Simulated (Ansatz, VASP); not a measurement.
One calculation of BiCl4F, two programs

INCAR

```
ALGO     = Normal         # electronic algorithm
EDIFF    = 1E-7           # SCF threshold, eV
ENCUT    = 520            # plane-wave cutoff, eV
GGA      = PE             # functional
ISIF     = 2              # what is computed and relaxed
ISMEAR   = 0              # smearing method
LASPH    = True           # aspherical terms in the spheres
LCHARG   = False          # write CHGCAR
LREAL    = False          # projectors in reciprocal space
LWAVE    = False          # write WAVECAR
NBANDS   = 34             # bands
NELM     = 60             # most SCF steps
PREC     = Accurate       # precision mode
SIGMA    = 0.1            # smearing width, eV
```

File KPOINTS:

```
k-points
0
Gamma
  8 8 8
```

File POSCAR:

```
BiCl4F
1.0
    0.0000000000      3.9911364367      3.9911364367
    3.9911364367      0.0000000000      3.9911364367
    3.9911364367      3.9911364367      0.0000000000
Bi Cl F
1 4 1
Direct
    0.2500000000      0.2500000000      0.2500000000
    0.6254388190      0.6254388190      0.1236835429
    0.6254388190      0.1236835429      0.6254388190
    0.1236835429      0.6254388190      0.6254388190
    0.6254388190      0.6254388190      0.6254388190
    0.0000000000      0.0000000000      0.0000000000
```

Input for Ansatz:

```yaml
crystal:
  lattice:
    - [0.0, 3.9911364367, 3.9911364367]
    - [3.9911364367, 0.0, 3.9911364367]
    - [3.9911364367, 3.9911364367, 0.0]
  atoms:
    - { symbol: Bi, position: [0.25, 0.25, 0.25] }
    - { symbol: Cl, position: [0.625438819, 0.625438819, 0.1236835429] }
    - { symbol: Cl, position: [0.625438819, 0.1236835429, 0.625438819] }
    - { symbol: Cl, position: [0.1236835429, 0.625438819, 0.625438819] }
    - { symbol: Cl, position: [0.625438819, 0.625438819, 0.625438819] }
    - { symbol: F, position: [0.0, 0.0, 0.0] }
basis:
  ecutwfc: 420
kpoints:
  mp_grid: { grid: [8, 8, 8] }
  band_path:
    path:
      - [[0.0, 0.0, 0.0], [-0.5, -0.5, 0.0], [-0.375, -0.375, 0.25]]
      - [[-0.375, 0.0, 0.375], [0.0, 0.0, 0.0], [0.0, 0.0, 0.5], [-0.5, -0.25, 0.25], [-0.5, -0.5, 0.0]]
    npoints: 14
hamiltonian:
  xc: pbe
scf:
  occupations: { method: gaussian, width: 0.1 }
  n_extra_bands: 15
output:
  forces: true
  stress: true
  eigenvalues: true
  populations: true
  dos: { projected: true, de: 0.02, nscf_kmesh: { grid: [10, 10, 10] } }
  bader: true
```

The cell was built by a generator and needn't be a form met in nature.

Alike in both runs: task single point; functional PBE; k mesh 8 × 8 × 8; occupations gaussian, width 0.1 eV; no spin polarisation.

|  | VASP | Ansatz |
| --- | --- | --- |
| version | VASP 6.6.1 | Ansatz 0.2.0 |
| potentials or method | VASP PAW PBE potentials, release 64 (Bi_d, Cl, F) | scalar-relativistic, plane waves, PAW |
| plane-wave cutoff (eV) | 520 | 420 |
| valence electrons in the cell | 50 | 50 |

```tsv
	VASP	Ansatz	Ansatz less VASP
gap on the k mesh at the Fermi level (eV)	none	none	-
pressure (GPa)	-0.2	0.0	+0.15
```

A gap of «none» marks a metal or a gap that the smearing closes. With one functional, cell and mesh, what is left measures potentials, basis and numerics.

Caveats: spin-orbit coupling is left out, which moves the levels of the heavy elements.
